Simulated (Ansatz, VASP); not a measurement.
**Bi (Bismuth) in two plane-wave programs**

Aim: how closely do two programs agree when they are given the same cell, functional and k mesh? The cell is taken from a series of runs on this material, whose earlier steps may have relaxed, scaled, displaced or heated it; both programs get it as it stands.

Method: plane waves, with VASP 6.6.1 beside it; zone-centre phonons at PBEsol, in Ansatz 0.2.0.

**1. The structure**

The structure is trigonal, space group R-3m (No. 166). Conventional cell: a = 4.569 Å, b = 4.569 Å, c = 12.117 Å, α = 90.00°, β = 90.00°, γ = 120.00°. Nearest to Bi lie 3 Bi at 3.09 Å.

Structure file:

```cif
data_structure
_symmetry_space_group_name_H-M 'P 1'
_symmetry_Int_Tables_number 1
_cell_length_a 4.8242
_cell_length_b 4.8242
_cell_length_c 4.8242
_cell_angle_alpha 56.529
_cell_angle_beta 56.529
_cell_angle_gamma 56.529
_cell_volume 73.02
loop_
_atom_site_label
_atom_site_type_symbol
_atom_site_fract_x
_atom_site_fract_y
_atom_site_fract_z
_atom_site_occupancy
Bi1 Bi 0.23344 0.23344 0.23344 1
Bi2 Bi 0.76656 0.76656 0.76656 1
```

**2. VASP: zone-centre phonons, PBEsol**

Second derivatives magnify differences that forces hide, and they need a tight electronic threshold.

Lines of VASP's logs that name or quote its potential files are left out, and so is its time.

INCAR reads:

```
SYSTEM = Bi
PREC = Accurate
ENCUT = 500
EDIFF = 1E-08
NELM = 120
ISMEAR = 1
SIGMA = 0.2
LREAL = .FALSE.
ALGO = Normal
GGA = PS
NBANDS = 21
LORBIT = 11
LWAVE = .FALSE.
LCHARG = .FALSE.
ISIF = 2
IBRION = 8
LASPH = .TRUE.
GGA_COMPAT = .FALSE.
KPAR = 2
```

POSCAR reads:

```
Bi
1.0
    2.2844567160      1.3189317000      4.0391493761
   -2.2844567160      1.3189317000      4.0391493761
    0.0000000000     -2.6378633999      4.0391493761
Bi
2
Direct
    0.2334373849      0.2334373849      0.2334373849
    0.7665626151      0.7665626151      0.7665626151
```

KPOINTS reads:

```
Automatic mesh
0
Gamma
12 12 12
0 0 0
```

The projector-augmented-wave data sets are Bi_d (PBE family, release 64).

On the command line:

```sh
> mpirun -np 2 vasp_std
```

Numbers of over 12 decimals in the logs are rounded to 6 here.

What it wrote:

```text
[banner, memory and clock lines left out]
running    2 mpi-ranks, on    1 nodes
 distrk:  each k-point on    1 cores,    2 groups
 distr:  one band on    1 cores,    1 groups

 POSCAR found type information on POSCAR Bi
 POSCAR found :  1 types and       2 ions
|                                                                             |
|               ----> ADVICE to this user running VASP <----                  |
|                                                                             |
|     You enforced a specific xc type in the INCAR file but a different       |
|     [... a line on the potential file left out ...]
|     I HOPE YOU KNOW WHAT YOU ARE DOING!                                     |
|                                                                             |

 LDA part: xc-table for (Slater+PW92), standard interpolation
 POSCAR, INCAR and KPOINTS ok, starting setup
 FFT: planning ... GRIDC
 FFT: planning ... GRID_SOFT
 FFT: planning ... GRID
 WAVECAR not read
 entering main loop
       N       E                     dE             d eps       ncg     rms          rms(c)
DAV:   1     0.298760701730E+03    0.29876E+03   -0.16016E+04  7953   0.166E+03
DAV:   2     0.164324359939E+02   -0.28233E+03   -0.27612E+03  8023   0.434E+02
DAV:   3    -0.772238787664E+01   -0.24155E+02   -0.23841E+02  9489   0.145E+02
DAV:   4    -0.855829229660E+01   -0.83590E+00   -0.83542E+00  9490   0.298E+01
DAV:   5    -0.859526749457E+01   -0.36975E-01   -0.36974E-01 11288   0.559E+00    0.107E+00
DAV:   6    -0.858401281093E+01    0.11255E-01   -0.20938E-02 10283   0.164E+00    0.632E-01
DAV:   7    -0.857951875513E+01    0.44941E-02   -0.14487E-02  9779   0.140E+00    0.117E-01
DAV:   8    -0.857951239564E+01    0.63595E-05   -0.16912E-03  9166   0.508E-01    0.193E-02
DAV:   9    -0.857952294970E+01   -0.10554E-04   -0.68887E-05 12153   0.666E-02    0.986E-03
DAV:  10    -0.857952218464E+01    0.76506E-06   -0.34878E-06 10295   0.133E-02    0.169E-03
DAV:  11    -0.857952226153E+01   -0.76887E-07   -0.32998E-07  9458   0.494E-03    0.845E-04
DAV:  12    -0.857952218580E+01    0.75722E-07   -0.64546E-08  7903   0.174E-03    0.201E-04
DAV:  13    -0.857952220120E+01   -0.15394E-07   -0.61610E-09  5974   0.815E-04    0.103E-04
DAV:  14    -0.857952221676E+01   -0.15564E-07   -0.17037E-09  5144   0.395E-04    0.318E-05
DAV:  15    -0.857952221773E+01   -0.96543E-09   -0.48365E-10  4869   0.277E-04
   1 F= -.85795222E+01 E0= -.85799692E+01  d E =0.134110E-02
 Linear response reoptimize wavefunctions to high precision
DAV:   1    -0.857952221809E+01   -0.36425E-09   -0.19442E-10  5009   0.165E-04
DAV:   2    -0.857952221810E+01   -0.68212E-11   -0.90803E-11  4729   0.109E-04
 Linear response DOF=           2
 Linear response progress:
  Degree of freedom:   1/  2
       N       E                     dE             d eps       ncg     rms          rms(c)
RMM:   1    -0.329265196463E+00   -0.32927E+00    0.20470E-01 48485   0.837E+00
RMM:   2    -0.337798472858E+00   -0.85333E-02   -0.19464E-02 62334   0.116E+00    0.405E-02
RMM:   3    -0.337986348189E+00   -0.18788E-03   -0.16520E-03 67132   0.323E-01    0.236E-02
RMM:   4    -0.337848320855E+00    0.13803E-03   -0.12622E-04 68883   0.992E-02    0.548E-03
RMM:   5    -0.337851451005E+00   -0.31302E-05   -0.15056E-05 65424   0.310E-02    0.233E-03
RMM:   6    -0.337861338471E+00   -0.98875E-05   -0.34066E-06 67879   0.140E-02    0.906E-04
RMM:   7    -0.337863600431E+00   -0.22620E-05   -0.13872E-06 68283   0.428E-03    0.352E-04
RMM:   8    -0.337860088923E+00    0.35115E-05    0.16190E-07 68946   0.150E-03    0.906E-05
RMM:   9    -0.337858897855E+00    0.11911E-05   -0.18667E-07 69542   0.646E-04    0.378E-05
RMM:  10    -0.337858639292E+00    0.25856E-06    0.19892E-09 71200   0.304E-04    0.119E-05
RMM:  11    -0.337858757834E+00   -0.11854E-06    0.11325E-07 72240   0.170E-04    0.104E-05
RMM:  12    -0.337858558087E+00    0.19975E-06    0.97333E-08 68608   0.103E-04    0.475E-06
RMM:  13    -0.337858485728E+00    0.72359E-07    0.47766E-08 71609   0.694E-05    0.182E-06
RMM:  14    -0.337858435750E+00    0.49978E-07    0.11923E-08 70813   0.536E-05    0.718E-07
RMM:  15    -0.337858419182E+00    0.16568E-07    0.41653E-09 64488   0.473E-05    0.146E-07
RMM:  16    -0.337858416339E+00    0.28433E-08    0.39949E-10 53261   0.441E-05    0.117E-07
 first order change of Fermi-energy  -0.17043E-04
 force on displaced ion       1 direction 1 :  -1.991  -0.000   0.000
 Linear response progress:
  Degree of freedom:   2/  2
       N       E                     dE             d eps       ncg     rms          rms(c)
RMM:   1    -0.330828984957E+00   -0.33083E+00    0.23733E-01 10556   0.848E+00
RMM:   2    -0.339280723212E+00   -0.84517E-02   -0.18776E-02 13558   0.114E+00    0.384E-02
RMM:   3    -0.339357227717E+00   -0.76505E-04   -0.15626E-03 14664   0.317E-01    0.217E-02
RMM:   4    -0.339143554342E+00    0.21367E-03   -0.13351E-04 14682   0.104E-01    0.587E-03
RMM:   5    -0.339156742181E+00   -0.13188E-04   -0.16436E-05 15374   0.310E-02    0.344E-03
RMM:   6    -0.339171669693E+00   -0.14928E-04   -0.24893E-06 14028   0.137E-02    0.787E-04
RMM:   7    -0.339173685889E+00   -0.20162E-05   -0.36151E-07 14904   0.461E-03    0.566E-04
RMM:   8    -0.339173821116E+00   -0.13523E-06   -0.29962E-08 12836   0.171E-03    0.855E-05
RMM:   9    -0.339173479201E+00    0.34191E-06    0.49429E-10 15355   0.777E-04    0.536E-05
RMM:  10    -0.339173397788E+00    0.81413E-07    0.48267E-08 14918   0.273E-04    0.321E-05
RMM:  11    -0.339173455783E+00   -0.57995E-07   -0.25586E-08 14099   0.152E-04    0.634E-06
RMM:  12    -0.339173536669E+00   -0.80886E-07    0.18713E-09 15916   0.958E-05    0.230E-06
RMM:  13    -0.339173541635E+00   -0.49659E-08   -0.49662E-09 15709   0.632E-05    0.913E-07
 first order change of Fermi-energy  -0.47903E-02
 force on displaced ion       1 direction 3 :   0.000  -0.000  -3.924
 Linear response finished
```

Parts of OUTCAR (step 2):

```text
ion  position               nearest neighbor table
   1  0.233  0.233  0.233-   2 3.09   2 3.09   2 3.09   2 3.58   2 3.58   2 3.58
   2  0.767  0.767  0.767-   1 3.09   1 3.09   1 3.09   1 3.58   1 3.58   1 3.58

  LATTYP: Found a trigonal (rhomboedric) cell.
 ALAT       =     4.8242150656
 COS(alpha) =     0.5515205559

 Subroutine GETGRP returns: Found 12 space group operations
 (whereof 12 operations were pure point group operations)

The static configuration has the point symmetry D_3d.

 Found    189 irreducible k-points:

   k-points           NKPTS =    189   k-points in BZ     NKDIM =    189   number of bands    NBANDS=     21

   dimension x,y,z NGX =    36 NGY =   36 NGZ =   36
   dimension x,y,z NGXF=    72 NGYF=   72 NGZF=   72

   ENCUT  =  500.0 eV  36.75 Ry    6.06 a.u.   8.80  8.80  8.80*2*pi/ulx,y,z

   NELECT =      30.0000    total number of electrons

 k-points in reciprocal lattice and weights: Automatic mesh
   0.00000000  0.00000000  0.00000000       0.001
   0.08333333  0.00000000 -0.00000000       0.003
   0.16666667  0.00000000 -0.00000000       0.003
   0.25000000  0.00000000 -0.00000000       0.003
   0.33333333  0.00000000 -0.00000000       0.003
   0.41666667  0.00000000  0.00000000       0.003
   0.50000000  0.00000000 -0.00000000       0.002
   0.08333333  0.08333333 -0.00000000       0.003
   0.16666667  0.08333333 -0.00000000       0.007
[...]
-0.41666667  0.50000000  0.41666667       0.003
   0.50000000  0.50000000  0.50000000       0.001

 average (electrostatic) potential at core
       1-104.7445       2-104.7445

  Total       -0.8404320     -0.8404320     -0.8408520      0.0000000     -0.0000000      0.0000000
  in kB      -18.4402479    -18.4402479    -18.4494640      0.0000000     -0.0000000      0.0000000
  external PRESSURE =     -18.4433200 kB  Pullay stress =       0.0000000 kB

  energy-cutoff  :      500.00
  volume of cell :       73.02
      direct lattice vectors                 reciprocal lattice vectors
     2.284456716  1.318931700  4.039149376     0.218870420  0.126364896  0.082525627
    -2.284456716  1.318931700  4.039149376    -0.218870420  0.126364896  0.082525627
     0.000000000 -2.637863400  4.039149376     0.000000000 -0.252729791  0.082525627

 POSITION                                       TOTAL-FORCE (eV/Angst)
 -----------------------------------------------------------------------------------
      0.00000      0.00000      2.82867         0.000000      0.000000      0.003480
      0.00000      0.00000      9.28878         0.000000     -0.000000     -0.003480
 -----------------------------------------------------------------------------------
    total drift:                                0.000000      0.000000     -0.000000

 Eigenvectors and eigenvalues of the dynamical matrix
 ----------------------------------------------------

   1 f  =    3.029735 THz    19.036386 2PiTHz  101.061082 cm-1    12.529972 meV
             X         Y         Z           dx          dy          dz
      0.000000  0.000000  2.828665     0.000000    0.000000    0.707107
      0.000000  0.000000  9.288783    -0.000000   -0.000000   -0.707107

   2 f  =    2.157735 THz    13.557449 2PiTHz   71.974295 cm-1     8.923671 meV
             X         Y         Z           dx          dy          dz
      0.000000  0.000000  2.828665    -0.000004   -0.707107    0.000000
      0.000000  0.000000  9.288783     0.000004    0.707107   -0.000000

   3 f  =    2.157735 THz    13.557449 2PiTHz   71.974295 cm-1     8.923671 meV
             X         Y         Z           dx          dy          dz
      0.000000  0.000000  2.828665     0.707107   -0.000004    0.000000
      0.000000  0.000000  9.288783    -0.707107    0.000004   -0.000000

   4 f  =    0.000000 THz     0.000000 2PiTHz    0.000001 cm-1     0.000000 meV
             X         Y         Z           dx          dy          dz
      0.000000  0.000000  2.828665     0.082506    0.701977    0.020525
      0.000000  0.000000  9.288783     0.082506    0.701977    0.020525

   5 f/i=    0.000000 THz     0.000000 2PiTHz    0.000001 cm-1     0.000000 meV
             X         Y         Z           dx          dy          dz
      0.000000  0.000000  2.828665     0.702276   -0.082435   -0.003639
      0.000000  0.000000  9.288783     0.702276   -0.082435   -0.003639

   6 f/i=    0.000000 THz     0.000000 2PiTHz    0.000002 cm-1     0.000000 meV
             X         Y         Z           dx          dy          dz
      0.000000  0.000000  2.828665    -0.001219    0.020809   -0.706799
      0.000000  0.000000  9.288783    -0.001219    0.020809   -0.706799

 ELASTIC MODULI CONTR FROM IONIC RELAXATION (kBar)
 Direction    XX          YY          ZZ          XY          YZ          ZX
 --------------------------------------------------------------------------------
 XX        -156.6724     18.2001   -125.8897     -0.0000    180.0371      0.0000
 YY          18.2001   -156.6724   -125.8897      0.0000   -180.0371     -0.0000
 ZZ        -125.8897   -125.8897   -228.9010     -0.0000     -0.0000      0.0000
 XY          -0.0000      0.0000     -0.0000    -87.4363      0.0000    178.1908
 YZ         180.0371   -180.0371     -0.0000      0.0000   -370.7085     -0.0000
 ZX           0.0000     -0.0000      0.0000    178.1908     -0.0000   -363.1442
 --------------------------------------------------------------------------------
```

**3. Ansatz: zone-centre phonons, PBEsol**

Ansatz runs on its PAW soft_1 files.

The same cell, functional, mesh and smearing now go to Ansatz, which takes its cutoff from its data sets.

input.yaml reads:

```yaml
crystal:
  lattice:
    - [2.284456716, 1.3189317, 4.0391493761]
    - [-2.284456716, 1.3189317, 4.0391493761]
    - [0.0, -2.6378633999, 4.0391493761]
  atoms:
    - { symbol: Bi, position: [0.2334373849, 0.2334373849, 0.2334373849] }
    - { symbol: Bi, position: [0.7665626151, 0.7665626151, 0.7665626151] }
kpoints:
  mp_grid: { grid: [12, 12, 12] }
hamiltonian:
  xc: pbesol
  pseudopotentials: { kind: paw, azcp: { folder: soft_1 }, xc_functional: pbe }
scf:
  occupations: { method: methfessel_paxton, width: 0.2 }
output:
  eigenvalues: true
phonons:
  method: dfpt
```

On the command line:

```sh
> ansatz run input.yaml --threads 4 --pin off --max-ram 10240MiB --backend cpu --events-out ev --progress --plain --runs-dir out
```

What it wrote:

```text
Engine: ansatz 0.2.0, x86_64-unknown-linux-gnu
Pseudopotentials: kind: paw
Pseudopotential: Bi, paw, valence charge 15, recommended cutoff 420 eV (normal), soft_1/Bi.paw.azcp
Functional definition: PBEsol
  exchange = pbesol_x
  correlation = pbesol_c
Crystal: 2 atoms, lattice volume = 73.021 Å³
Basis set: ecut = 420 eV, 1429 PW (Γ), exchange–correlation on 72×72×72 points (8 copies of the dense FFT grid, shifted against one another)
Bands: 19, of which v1, the nominal top of the filled ones, is band 15 counted from 1 (14 counted from 0)
Symmetry: 12 space group operations
k-points: 476 of 1728 (irreducible under 2 space group operations, time reversal used)
Non-local potential: Bi, projectors of the file, l = 0: 2, l = 1: 2, l = 2: 2, l = 3: 1
PAW form: soft (Blöchl's): semilocal exchange-correlation on the pseudo side does not see the compensation charge
PAW frozen core: Bi, regenerated for the run's functional, and the local potential with it (the file was generated under x = pbe(κ = 0.804, μ = 0.219515), c = pbe(β = 0.066725))
PAW one-centre angular grid: Bi, 590 points (default); XC on 64 Gauss nodes
Initial density: superposition of atomic densities (chi_scale 0.1, normalization cell)
Initial wavefunctions: pseudopotential atomic-orbital guess
Functional: x = pbesol(κ = 0.804, μ = 0.123457), c = pbesol(β = 0.046)
SCF iter   1: F=—  HF=-24488.920889 eV  |F-HF|=—  |Δ(HF+E_count)|=         —  Δρ=1.14e-2  dr2=8.09e-2  ethr=3.10e-3  ⟨swp⟩=5.5  Hψ=43725  notcnv=0
preconditioner: auto → Kerker (q_TF=auto, 2.352 Å⁻¹)  [metal: Δε(μ)=0.031 eV  Ē_g=20.048 eV  σ=0.200 eV  W_gap=0.13  n_scr=14 (ndim 8)  ℏωp=23.8 eV  f_vac=0.000  D(μ)=0.26/eV (n_scr^D=0)]
SCF iter   2: F=—  HF=-24488.911288 eV  |F-HF|=—  |Δ(HF+E_count)|=   9.60e-3  S|Δr|=    0.00e0  Δρ=7.32e-3  dr2=3.58e-2  ethr=2.70e-4  ⟨swp⟩=1.0  Hψ=12852  notcnv=0
SCF iter   3: F=—  HF=-24488.906540 eV  |F-HF|=—  |Δ(HF+E_count)|=   4.75e-3  S|Δr|=    0.00e0  Δρ=8.98e-4  dr2=9.09e-4  ethr=1.19e-4  ⟨swp⟩=2.0  Hψ=16201  notcnv=0
SCF iter   4: F=—  HF=-24488.906454 eV  |F-HF|=—  |Δ(HF+E_count)|=   8.62e-5  S|Δr|=    0.00e0  Δρ=4.02e-4  dr2=1.49e-4  ethr=3.03e-6  ⟨swp⟩=2.0  Hψ=16190  notcnv=0
SCF iter   5: F=—  HF=-24488.906418 eV  |F-HF|=—  |Δ(HF+E_count)|=   3.58e-5  S|Δr|=    0.00e0  Δρ=1.36e-4  dr2=2.83e-5  ethr=4.95e-7  ⟨swp⟩=2.0  Hψ=14922  notcnv=0
SCF iter   6: F=—  HF=-24488.906419 eV  |F-HF|=—  |Δ(HF+E_count)|=   1.37e-6  S|Δr|=    0.00e0  Δρ=2.65e-5  dr2=7.80e-7  ethr=9.42e-8  ⟨swp⟩=2.0  Hψ=11426  notcnv=0
SCF iter   7: F=—  HF=-24488.906425 eV  |F-HF|=—  |Δ(HF+E_count)|=   5.87e-6  S|Δr|=    0.00e0  Δρ=6.19e-6  dr2=6.11e-8  ethr=2.60e-9  ⟨swp⟩=3.0  Hψ=16555  notcnv=0
SCF iter   8: F=—  HF=-24488.906425 eV  |F-HF|=—  |Δ(HF+E_count)|=   7.87e-9  S|Δr|=    0.00e0  Δρ=2.52e-6  dr2=6.11e-9  ethr=2.04e-10  ⟨swp⟩=2.0  Hψ=10488  notcnv=0
SCF iter   9: F=—  HF=-24488.906425 eV  |F-HF|=—  |Δ(HF+E_count)|=   1.01e-9  S|Δr|=    0.00e0  Δρ=6.25e-7  dr2=3.69e-10  ethr=2.04e-11  ⟨swp⟩=2.0  Hψ=16190  notcnv=0
SCF iter  10: F=—  HF=-24488.906425 eV  |F-HF|=—  |Δ(HF+E_count)|=  2.91e-11  S|Δr|=    0.00e0  Δρ=1.46e-7  dr2=3.87e-11  ethr=1.23e-12  ⟨swp⟩=3.0  Hψ=16505  notcnv=0
SCF iter  11: F=-24488.906425 eV  HF=-24488.906425 eV  |F-HF|=0.00e0  |Δ(HF+E_count)|=  3.64e-12  S|Δr|=    0.00e0  Δρ=5.55e-8  dr2=5.81e-12  ethr=1.00e-12  ⟨swp⟩=5.1  Hψ=34878  notcnv=0
SCF 1 converged in 11 iterations: F = -24488.906425 eV  dr2 = 5.81e-12
  greatest PAW one-centre occupation: 0.988 electrons in one spin orbital (limit 2), on the Bi atom at site 1 (counted from 0), in its partial waves of l = 2
DFPT response loops at Γ: preconditioner auto → Kerker (q_TF=auto, 2.352 Å⁻¹) (partly filled bands, converged f_vac=0.002); β = 1.00, the filter's whole step (`scf.mixing.beta` (0.50) is not read by the response loops under this deck's `scf.mixing.preconditioner`; to damp them name `kerker` or `kerker_dos`, under which they read `scf.mixing.beta`, and type it under 1.00, their step now; both keys bind the ground state too); Broyden in place of MSR1
SCF converged after 11 iterations
Stability not checked: this state was not tested for a lower state beside it, because cold or Methfessel-Paxton smearing, or corrected tetrahedra, fill the levels in a way that the test cannot read (fill_not_monotonic; see scf.lower_state_search)
Free energy (F): -24488.906425 eV
Harris-Foulkes:  -24488.906425 eV  (|F-HF|=0.00e0)
Internal energy: -24488.907734 eV  (E = F + TS)
E sigma→0 (E₀):  -24488.906752 eV
Entropy (-TS):   0.001309 eV (0.655 meV/atom)
Fermi energy:    9.009400 eV
--- Per-component energies (eV) ---
  E_band       = -235.352157
  E_kinetic    = 507.431577
  E_local      = -2775.876019  (includes V_loc(G=0)·N_el)
  E_nonlocal   = 820.520431
  E_hartree    = 1032.463202
  E_xc         = -299.914714
  E_vxc        = -260.718618  (∫ρ·V_xc dr)
  E_paw        = -21019.105697  (= ΣΔE_a)
  E_vpaw       = -591.636369  (= ΣTr[D̂ρ^β])
  E_aug_tail   = 0.000415  (compensation charges beyond the density's cutoff)
  E_ewald      = -2754.606518
  E_core_change = 0.179589  (= ΣΔE_core)
  E_smearing   = 0.001309  (= −TS)
  E_closure    = 0.000000  (closes the sum)
  Σ components = -24488.906425   (vs F -24488.906425, Δ=0.00e0)
--- Band table (eV; the first three rows and the last of 476) ---
  k-point 0: bands = [... 11 lower, 1.4220, 7.5500, 7.9333, 7.9333, 11.4442, 11.9121, 11.9121, 14.6354]
  k-point 1: bands = [... 11 lower, 1.2862, 7.5868, 7.9081, 7.9229, 11.3616, 11.5768, 11.7649, 14.3419]
  k-point 2: bands = [... 11 lower, 0.9070, 7.6461, 7.8959, 7.8991, 10.7847, 11.2046, 11.3891, 14.0593]
  k-point 475: bands = [... 11 lower, -0.7791, 8.1215, 8.4966, 8.4966, 9.7962, 9.8196, 9.8196, 15.8119]
--- Phonons (Γ-DFPT): 2 representative perturbations + reference, on 476 of 1728 k-points (Σ response iterations 6) ---
  k mesh reduced under 2 symmetry operations, with k and −k counted as one. Each operation leaves every solved perturbation unchanged. A smaller set is not used because it would not reduce the number of displacements times k-points to solve
  ASR residual: 1.373e-5 → 0.000e0 eV/Å²; symmetrization residual: 9.979e-6 eV/Å²
  ASR residual per site (eV/Å²): 1.37e-5 1.37e-5
  Γ frequencies (cm⁻¹): 0.00 0.00 0.00 71.90 71.90 101.30
  non-analytic LO–TO correction: not included (Born effective charges unavailable; polar crystals: no LO–TO splitting at Γ)
```

**4. Comparison**

Known differences besides the potentials themselves: the cutoff is 420 eV in Ansatz and 500 eV in VASP; Ansatz makes its cores anew for this functional, VASP keeps those of its PBE data sets. Total energies have different zeros and are not compared.

The two programs side by side:

```
                  quantity  Ansatz   VASP  difference
optical mode 1 to 2 (cm⁻¹)    71.9   72.0     -0.10 %
     optical mode 3 (cm⁻¹)   101.3  101.1     +0.24 %
```

Modes are paired by rising frequency, not by their patterns, so a pair may set unlike modes beside each other; they are those without the splitting of longitudinal modes.

**5. What came out**

```yaml
r_m_s_difference_of_the_optical_zone_centre_modes_each_program_s_sorted_by_frequency_zone_centre_phonons_pbesol: 0.15 cm⁻¹
```

What this shows: The r.m.s. difference of the optical zone-centre modes, each program's sorted by frequency is 0.15 cm⁻¹ (zone-centre phonons, PBEsol). Such differences can come from data sets, numerical settings and the points named under the comparisons, not from the functional's error against experiment.

[Lines on the potential files, build, host, timing and source positions are cut from VASP's logs without a mark.]

[Logs are printed without paths, hosts, clocks, repeated set-up lines and the standing remarks that a program may print on its own settings, such as how far it seeks lower states.]

[Hosts, paths, dates, database ids (printed as entryN), source tags and the programs' standing remarks are cut or masked in the printed files.]
